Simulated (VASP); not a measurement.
Calculation: r2SCAN meta-GGA, VASP's PBE PAW potentials (set 64) (plane waves; VASP).

Gaps are without spin-orbit coupling.

```
Property                                               Value
---------------------------------------------  -------------
volume per atom                                21.55 Å³/atom
band gap (over mesh and band path)                   1.05 eV
smallest direct gap (over mesh and band path)        1.47 eV
```

**Question.** Which relaxed crystal gives these values?
A) CuI, Pc (7)
B) CuI, F-43m (216)
C) BaAlGeH, P3m1 (156)
D) BaS, Fm-3m (225)

**Answer.** C, BaAlGeH, P3m1 (156)
